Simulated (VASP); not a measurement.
# GaSn (Fmmm) in VASP: a series of runs

The runs below take GaSn through relaxation of cell and atoms, with RPBE, revPBE, BLYP, AM05.

All numbers are computed with VASP 6.6.1; they aren't measurements. Logs are shortened: lines on timing, memory, paths and dates and some standing lists are left out, and cuts for length are marked.

## Step 1: The crystal as given

Symmetry: Fmmm, No. 69, orthorhombic system. The conventional cell has a = 5.459 Å, b = 5.806 Å, c = 6.196 Å, α = 90.00°, β = 90.00°, γ = 90.00°. Ga (site symmetry mmm) is surrounded by 6 Sn at 2.73 to 3.10 Å. Sn (site symmetry mmm) has 6 Ga at 2.73 to 3.10 Å as nearest neighbours.

The cell was built by a generator and needn't be a form met in nature.

## Step 2: Relaxation of cell and atoms, RPBE

Contents of INCAR:

```
PREC = Accurate
ENCUT = 600
EDIFF = 1E-6
ISMEAR = -1
SIGMA = 0.05
LREAL = F
LASPH = T
NELM = 100
ALGO = Normal
ISIF = 3
LWAVE = F
LCHARG = F
GGA = RP
IBRION = 2
NSW = 40
EDIFFG = -0.02
```

Contents of KPOINTS:

```
regular mesh
0
Gamma
  8 8 8
```

Contents of POSCAR:

```
GaSn
1.0
    0.0000000000      2.9028814200      3.0982155700
    2.7292512900      0.0000000000      3.0982155700
    2.7292512900      2.9028814200      0.0000000000
Ga Sn
1 1
Direct
    0.5000000000      0.5000000000      0.5000000000
    0.0000000000      0.0000000000      0.0000000000
```

Potentials or basis: VASP PAW PBE potentials, release 64 (Ga_d, Sn_d).

The run is started by

```bash
$ cat potpaw_PBE.64/Ga_d/POTCAR potpaw_PBE.64/Sn_d/POTCAR > POTCAR
$ mpirun -np 1 vasp_std > vasp.out
```

OUTCAR:

```text
PREC = Accurate
   ENCUT = 600
   EDIFF = 1E-6
   ISMEAR = -1
   LREAL = F
   LASPH = T
   NELM = 100
   ISIF = 3
   GGA = RP
   IBRION = 2
   NSW = 40
   EDIFFG = -0.02

 ion  position               nearest neighbor table
   1  0.500  0.500  0.500-   2 2.73   2 2.73   2 2.90   2 2.90   2 3.10   2 3.10
   2  0.000  0.000  0.000-   1 2.73   1 2.73   1 2.90   1 2.90   1 3.10   1 3.10

  LATTYP: Found a face centered orthorhombic cell.
 ALAT       =     5.4585025800
 B/A-ratio  =     1.0636182277
 C/A-ratio  =     1.1351888268

  Lattice vectors:

 A1 = (   0.0000000000,   2.9028814200,   3.0982155700)
 A2 = (   2.7292512900,   0.0000000000,   3.0982155700)
 A3 = (   2.7292512900,   2.9028814200,   0.0000000000)

Analysis of symmetry for initial positions (statically):
=====================================================================
 Subroutine PRICEL returns:
 Original cell was already a primitive cell.

 Routine SETGRP: Setting up the symmetry group for a
 face centered orthorhombic supercell.

 Subroutine GETGRP returns: Found  8 space group operations
 (whereof  8 operations were pure point group operations)
 out of a pool of  8 trial point group operations.

The static configuration has the point symmetry D_2h.

Analysis of symmetry for dynamics (positions and initial velocities):
=====================================================================
 Subroutine PRICEL returns:
 Original cell was already a primitive cell.

 Routine SETGRP: Setting up the symmetry group for a
 face centered orthorhombic supercell.

 Subroutine GETGRP returns: Found  8 space group operations
 (whereof  8 operations were pure point group operations)
 out of a pool of  8 trial point group operations.

The dynamic configuration has the point symmetry D_2h.

 Subroutine INISYM returns: Found  8 space group operations
 (whereof  8 operations are pure point group operations),
 and found     1 'primitive' translations

----------------------------------------------------------------------------------------

                                     Primitive cell

  volume of cell :      49.0924

  direct lattice vectors                    reciprocal lattice vectors
     0.000000000  2.902881420  3.098215570    -0.183200426  0.172242654  0.161383218
     2.729251290  0.000000000  3.098215570     0.183200426 -0.172242654  0.161383218
     2.729251290  2.902881420  0.000000000     0.183200426  0.172242654 -0.161383218

  length of vectors
     4.245663700  4.128892384  3.984411267     0.298788339  0.298788339  0.298788339

  position of ions in fractional coordinates (direct lattice)
     0.500000000  0.500000000  0.500000000
     0.000000000  0.000000000  0.000000000

  ion indices of the primitive-cell ions
   primitive index   ion index
                 1           1
                 2           2

----------------------------------------------------------------------------------------

 KPOINTS: regular mesh

Automatic generation of k-mesh.
 Grid dimensions read from file:
 generate k-points for:    8    8    8

 Generating k-lattice:

  Cartesian coordinates                     Fractional coordinates (reciprocal lattice)
    -0.022900053  0.021530332  0.020172902     0.125000000  0.000000000  0.000000000
     0.022900053 -0.021530332  0.020172902    -0.000000000  0.125000000 -0.000000000
     0.022900053  0.021530332 -0.020172902     0.000000000  0.000000000  0.125000000

  Length of vectors
     0.037348542  0.037348542  0.037348542

  Shift w.r.t. Gamma in fractional coordinates (k-lattice)
     0.000000000  0.000000000  0.000000000

 Subroutine IBZKPT returns following result:
 ===========================================

 Found     95 irreducible k-points:

 Following reciprocal coordinates:
            Coordinates               Weight
  0.000000  0.000000  0.000000      1.000000
  0.125000  0.000000  0.000000      8.000000
  0.250000  0.000000  0.000000      8.000000
  0.375000  0.000000  0.000000      8.000000
  0.500000  0.000000  0.000000      4.000000
  0.125000  0.125000  0.000000      2.000000
[... 16 lines left out ...]
  0.250000  0.000000  0.125000      8.000000
  0.375000  0.000000  0.125000      8.000000
 [... further k-points ...]
   k-points           NKPTS =     95   k-points in BZ     NKDIM =     95   number of bands    NBANDS=     17
   number of dos      NEDOS =    301   number of ions     NIONS =      2
   total plane-waves  NPLWV =  41472
   dimension x,y,z NGX =    36 NGY =   36 NGZ =   32
   dimension x,y,z NGXF=    72 NGYF=   72 NGZF=   64
   ions per type =               1   1
   NGX,Y,Z   is equivalent  to a cutoff of  14.10, 14.50, 13.35 a.u.
   NGXF,Y,Z  is equivalent  to a cutoff of  28.19, 28.99, 26.70 a.u.
 SYSTEM =  unknown system
   PREC   = accura    normal or accurate (medium, high low for compatibility)
   ISTART =      0    job   : 0-new  1-cont  2-samecut
   ICHARG =      2    charge: 1-file 2-atom 10-const
   ISPIN  =      1    spin polarized calculation?
   LNONCOLLINEAR =      F non collinear calculations
   LSORBIT =      F    spin-orbit coupling
   LASPH  =      T    aspherical Exc in radial PAW
   ENCUT  =  600.0 eV  44.10 Ry    6.64 a.u.   8.48  8.25  7.96*2*pi/ulx,y,z
   NELM   =    100;   NELMIN=  2; NELMDL= -5     # of ELM steps
   EDIFF  = 0.1E-05   stopping-criterion for ELM
   LREAL  =      F    real-space projection
   EDIFFG = -.2E-01   stopping-criterion for IOM
   NSW    =     40    number of steps for IOM
   IBRION =      2    ionic relax: 0-MD 1-quasi-New 2-CG
   NFREE  =      1    steps in history (QN), initial steepest desc. (CG)
   ISIF   =      3    stress and relaxation
   ISYM   =      2    0-nonsym 1-usesym 2-fastsym
   POTIM  = 0.5000    time-step for ionic-motion
   TEBEG  =    0.0;   TEEND  =   0.0 temperature during run
   PSTRESS=    0.0 pullay stress
   NELECT =      27.0000    total number of electrons
   NUPDOWN=      -1.0000    fix difference up-down
   EMIN   =  10.00;   EMAX   =-10.00  energy-range for DOS
   EFERMI =   0.00;   METHOD = LEGACY
   ISMEAR =    -1;   SIGMA  =   0.05  broadening in eV -4-tet -1-fermi 0-gaus
   EFERMI_NEDOS =   21; number of points for ismear=-14 and -15
   IALGO  =     38    algorithm
   IMIX   =      4    mixing-type and parameters
     AMIX     =   0.40;   BMIX     =  1.00
     AMIX_MAG =   1.60;   BMIX_MAG =  1.00
  volume/ion in A,a.u.               =      24.55       165.65
  Fermi-wavevector in a.u.,A,eV,Ry     =   1.341296  2.534682 24.477898  1.799075
  Thomas-Fermi vector in A             =   2.469541
   LORBIT       =      0    0 simple, 1 ext, 2 COOP (PROOUT), +10 PAW based schemes
   GGA     = RP    functional components
   LHFCALC =     F    Hartree Fock is set to
   AEXX    =    0.0000 exact exchange contribution
   IVDW    =     0    specifies the selected vdW correction
   LEPSILON=     F    determine dielectric tensor
   LRPA    =     F    only Hartree local field effects (RPA)
 conjugate gradient relaxation of ions
 non-spin polarized calculation
  energy-cutoff  :      600.00
  volume of cell :       49.09
 maximum number of plane-waves:      1666
 NGX is ok and might be reduce to    36
   NGX = 17   NGY = 17   NGZ = 15

--------------------------------------- Ionic step        1  -------------------------------------------

 number of electron      27.0000004 magnetization

 Free energy of the ion-electron system (eV)
  ---------------------------------------------------
  ext. energy  EPLUGINS =         0.00000000
  ---------------------------------------------------
  free energy    TOTEN  =        -5.74221166 eV

  energy without entropy =       -5.73276170  energy(sigma->0) =       -5.73748668

 E-fermi :   6.2873     XC(G=0): -10.1249

 val. band max:        6.2801241337   @ k =   0.1250   0.1250   0.0000
 cond. band min:       6.3080744100   @ k =  -0.1250   0.3750   0.2500
 fundamental gap:      0.0279502764
 Fermi energy:         6.2873216898

 k-point     1 :       0.0000    0.0000    0.0000
  band No.  band energies     occupation
      1     -15.1911      2.00000
      2     -15.1827      2.00000
      3     -15.1593      2.00000
      4     -15.1558      2.00000
      5     -15.1554      2.00000
      6      -8.5909      2.00000
[... 9 lines left out ...]
     16      11.1029      0.00000
     17      12.7410      0.00000
[... 443 lines left out ...]
      1     -15.1896      2.00000
      2     -15.1802      2.00000
      3     -15.1550      2.00000
      4     -15.1469      2.00000
      5     -15.1340      2.00000
      6      -8.6227      2.00000
[... 9 lines left out ...]
     16      10.1951      0.00000
     17      11.5629      0.00000

 [... further k-points ...]

------------------------ aborting loop because EDIFF is reached ----------------------------------------

  FORCE on cell =-STRESS in cart. coord.  units (eV):
  Direction    XX          YY          ZZ          XY          YZ          ZX
  --------------------------------------------------------------------------------------
  -------------------------------------------------------------------------------------
  Total        2.6012946      0.7165847     -0.8609945      0.0000000      0.0000000      0.0000000
  in kB       84.8956975     23.3864173    -28.0993649      0.0000000      0.0000000      0.0000000
  external PRESSURE =      26.7275833 kB  Pullay stress =       0.0000000 kB
[... 237 lines left out ...]
  energy  without entropy=       -5.8626393625  energy(sigma->0) =       -5.86731066

--------------------------------------- Ionic step        8  -------------------------------------------

 number of electron      27.0000001 magnetization

 Free energy of the ion-electron system (eV)
  ---------------------------------------------------
  ext. energy  EPLUGINS =         0.00000000
  ---------------------------------------------------
  free energy    TOTEN  =        -5.87228952 eV

  energy without entropy =       -5.86283898  energy(sigma->0) =       -5.86756425

 E-fermi :   5.9750     XC(G=0):  -9.9837

 val. band max:        5.9554424316   @ k =   0.5000   0.1250   0.0000
 cond. band min:       6.0162734325   @ k =  -0.3750   0.2500   0.0000
 fundamental gap:      0.0608310009
 Fermi energy:         5.9750034491

 k-point     1 :       0.0000    0.0000    0.0000
  band No.  band energies     occupation
      1     -15.4851      2.00000
      2     -15.4848      2.00000
      3     -15.4641      2.00000
      4     -15.4639      2.00000
      5     -15.4638      2.00000
      6      -8.8604      2.00000
[... 9 lines left out ...]
     16      12.6934      0.00000
     17      12.7091      0.00000
[... 443 lines left out ...]
      1     -15.4866      2.00000
      2     -15.4822      2.00000
      3     -15.4619      2.00000
      4     -15.4518      2.00000
      5     -15.4490      2.00000
      6      -8.8877      2.00000
[... 9 lines left out ...]
     16      11.0067      0.00000
     17      11.0216      0.00000

 [... further k-points ...]

------------------------ aborting loop because EDIFF is reached ----------------------------------------

  FORCE on cell =-STRESS in cart. coord.  units (eV):
  Direction    XX          YY          ZZ          XY          YZ          ZX
  --------------------------------------------------------------------------------------
  -------------------------------------------------------------------------------------
  Total       -0.0391022     -0.0036569      0.0182698     -0.0000000      0.0000000      0.0000000
  in kB       -1.2346760     -0.1154685      0.5768797     -0.0000000      0.0000000      0.0000000
  external PRESSURE =      -0.2577549 kB  Pullay stress =       0.0000000 kB
[... 17 lines left out ...]
  FREE ENERGIE OF THE ION-ELECTRON SYSTEM (eV)
  ---------------------------------------------------
  free  energy   TOTEN  =        -5.8722895249 eV

  energy  without entropy=       -5.8628389828  energy(sigma->0) =       -5.86756425

 reached required accuracy - stopping structural energy minimisation
```

Run time: 2.5 min. Hardware: 1 thread of Intel Xeon 6975P-C (Granite Rapids), shared host; peak memory 0.27 GiB.

What came out:

```yaml
Free_energy: -5.8723 eV
Relaxed_volume: 25.37 Å³/atom
Relaxed_cell: a = 4.153 Å, b = 4.156 Å, c = 4.158 Å, α = 59.93°, β = 60.01°, γ = 60.06°
Space_group_after_relaxing_to_0.05_Å: Fm-3m (No. 225)
Energy_gained_by_relaxing: 65.0 meV/atom
Ionic_steps: 8
Pressure_after_relaxing: 0.0 GPa
Band_gap_on_the_k_mesh: none (metal or under the smearing width)
```

Stress tensor (GPa, compression positive):
```
-0.12  0.00  0.00
 0.00 -0.01  0.00
 0.00  0.00  0.06
```

Step by step:
| step | energy change (eV) | largest force (eV/Å) | pressure (GPa) | volume (Å³) |
| --- | --- | --- | --- | --- |
| 1 | 0.0000 | 0.0000 | 2.67 | 49.09 |
| 2 | -0.1117 | 0.0000 | -0.95 | 51.97 |
| 3 | -0.1157 | 0.0000 | -1.68 | 52.91 |
| 4 | -0.1163 | 0.0000 | -1.45 | 52.64 |
| 5 | -0.1295 | 0.0000 | -0.36 | 51.13 |
| 6 | -0.1298 | 0.0000 | -0.21 | 50.92 |
| 7 | -0.1298 | 0.0000 | -0.11 | 50.89 |
| 8 | -0.1301 | 0.0000 | -0.03 | 50.74 |

Final structure:
```cif
data_structure
_symmetry_space_group_name_H-M 'P 1'
_symmetry_Int_Tables_number 1
_cell_length_a 4.1527
_cell_length_b 4.1559
_cell_length_c 4.1580
_cell_angle_alpha 59.932
_cell_angle_beta 60.009
_cell_angle_gamma 60.059
_cell_volume 50.74
loop_
_atom_site_label
_atom_site_type_symbol
_atom_site_fract_x
_atom_site_fract_y
_atom_site_fract_z
_atom_site_occupancy
Ga1 Ga 0.50000 0.50000 0.50000 1
Sn1 Sn 0.00000 0.00000 0.00000 1
```

Levels at points of the mesh, in eV from the Fermi level:
```tsv
k point	band 12	band 13	band 14	band 15	band 16	band 17
(0.00, 0.00, 0.00)	0.96	1.17	1.19	1.21	6.72	6.73
(0.50, 0.00, 0.00)	-6.81	1.81	1.83	2.40	2.42	3.24
(0.50, 0.50, 0.00)	-4.23	-3.23	-1.48	-1.46	3.38	9.54
(0.50, 0.00, 0.50)	-4.23	-3.22	-1.48	-1.45	3.38	9.56
(0.00, 0.50, 0.50)	-4.23	-3.19	-1.46	-1.45	3.39	9.54
```

Caveat: the PAW data sets were made with another functional, which shifts forces and pressure a little.

## Step 3: Relaxation of cell and atoms, revPBE

INCAR, as its differences from that of step 2:

```diff
@@ -12,3 +12,3 @@
 LCHARG = F
-GGA = RP
+GGA = RE
 IBRION = 2
```

KPOINTS is that of step 2.

POSCAR is that of step 2.

Potentials or basis: VASP PAW PBE potentials, release 64 (Ga_d, Sn_d).

The run is started by

```bash
$ cat potpaw_PBE.64/Ga_d/POTCAR potpaw_PBE.64/Sn_d/POTCAR > POTCAR
$ mpirun -np 1 vasp_std > vasp.out
```

Wall time 2.3 min (1 thread of Intel Xeon 6975P-C (Granite Rapids), shared host); peak memory 0.28 GiB.

The run converged. Its results:

* Free energy: -5.9941 eV
* Relaxed volume: 25.12 Å³/atom
* Relaxed cell: a = 4.140 Å, b = 4.143 Å, c = 4.143 Å, α = 59.96°, β = 60.02°, γ = 60.02°
* Space group after relaxing (to 0.05 Å): Fm-3m (No. 225)
* Energy gained by relaxing: 62.5 meV/atom
* Ionic steps: 7
* Pressure after relaxing: 0.0 GPa
* Band gap on the k mesh: none (metal or under the smearing width)

Stress tensor (GPa, compression positive):
```
-0.04  0.00  0.00
 0.00  0.04  0.00
 0.00  0.00  0.05
```

The path:
```
step  energy change (eV)  largest force (eV/Å)  pressure (GPa)  volume (Å³)
   1              0.0000                0.0000            2.23        49.09
   2             -0.1057                0.0000           -0.97        51.48
   3             -0.1106                0.0000           -1.78        52.46
   4             -0.1117                0.0000           -1.54        52.17
   5             -0.1244                0.0000           -0.30        50.56
   6             -0.1245                0.0000           -0.21        50.44
   7             -0.1250                0.0000            0.02        50.24
```

Final structure:
```xyz
2
Lattice="0.0000 2.9275 2.9273 2.9311 0.0000 2.9273 2.9311 2.9275 0.0000" Properties=species:S:1:pos:R:3 pbc="T T T"
Ga    2.9311    2.9275    2.9273
Sn    2.9311    2.9275    0.0000
```

Levels at points of the mesh, in eV from the Fermi level:
```
           k point  band 12  band 13  band 14  band 15  band 16  band 17
(0.00, 0.00, 0.00)     1.03     1.19     1.19     1.21     6.75     6.76
(0.50, 0.00, 0.00)    -6.86     1.83     1.84     2.42     2.43     3.27
(0.50, 0.50, 0.00)    -4.28    -3.21    -1.49    -1.48     3.39     9.61
(0.50, 0.00, 0.50)    -4.28    -3.20    -1.49    -1.48     3.39     9.61
(0.00, 0.50, 0.50)    -4.28    -3.19    -1.48    -1.48     3.39     9.60
```

Caveat: the PAW data sets were made with another functional, which shifts forces and pressure a little.

## Step 4: Relaxation of cell and atoms, BLYP

INCAR, as its differences from that of step 3:

```diff
@@ -12,3 +12,7 @@
 LCHARG = F
-GGA = RE
+GGA = B5
+ALDAX = 1.0
+AGGAX = 1.0
+AGGAC = 1.0
+ALDAC = 0.0
 IBRION = 2
```

KPOINTS is that of step 3.

POSCAR is that of step 3.

The run is started by

```bash
$ cat potpaw_PBE.64/Ga_d/POTCAR potpaw_PBE.64/Sn_d/POTCAR > POTCAR
$ mpirun -np 1 vasp_std > vasp.out
```

It took 3.7 min on 1 thread of Intel Xeon 6975P-C (Granite Rapids), shared host; peak memory 0.27 GiB.

It converged, with:

```yaml
Free_energy: -5.1474 eV
Relaxed_volume: 26.98 Å³/atom
Relaxed_cell: a = 4.241 Å, b = 4.242 Å, c = 4.242 Å, α = 59.98°, β = 60.02°, γ = 60.00°
Space_group_after_relaxing_to_0.05_Å: Fm-3m (No. 225)
Energy_gained_by_relaxing: 87.6 meV/atom
Ionic_steps: 9
Pressure_after_relaxing: -0.1 GPa
Band_gap_on_the_k_mesh: none (metal or under the smearing width)
```

Step by step:
```
step  energy change (eV)  largest force (eV/Å)  pressure (GPa)  volume (Å³)
   1              0.0000                0.0000            5.31        49.09
   2             -0.1613                0.0000           -0.52        55.01
   3             -0.1619                0.0000           -1.18        56.14
   4             -0.1626                0.0000           -0.89        55.66
   5             -0.1735                0.0000           -0.42        54.70
   6             -0.1750                0.0000           -0.20        54.27
   7             -0.1750                0.0000           -0.11        54.14
   8             -0.1750                0.0000           -0.16        54.17
   9             -0.1752                0.0000           -0.06        53.96
```

Final structure:
```
Ga Sn
1.0
     0.00000    2.99820    2.99932
     3.00029    0.00000    2.99932
     3.00029    2.99820    0.00000
Ga Sn
1 1
Direct
  0.50000 0.50000 0.50000
  0.00000 0.00000 0.00000
```

Levels at points of the mesh, in eV from the Fermi level:
| k point | band 11 | band 12 | band 13 | band 14 | band 15 | band 16 | band 17 |
| --- | --- | --- | --- | --- | --- | --- | --- |
| (0.00, 0.00, 0.00) | -10.09 | 0.01 | 1.01 | 1.01 | 1.02 | 6.25 | 6.27 |
| (0.50, 0.00, 0.00) | -7.46 | -6.64 | 1.67 | 1.68 | 2.35 | 2.35 | 2.98 |
| (0.50, 0.50, 0.00) | -7.08 | -3.82 | -3.61 | -1.35 | -1.34 | 3.87 | 8.74 |
| (0.50, 0.00, 0.50) | -7.07 | -3.82 | -3.62 | -1.35 | -1.35 | 3.87 | 8.74 |
| (0.00, 0.50, 0.50) | -7.08 | -3.82 | -3.61 | -1.35 | -1.34 | 3.87 | 8.73 |

Caveat: the PAW data sets were made with another functional, which shifts forces and pressure a little.

(Continued in part 2 of 2.)
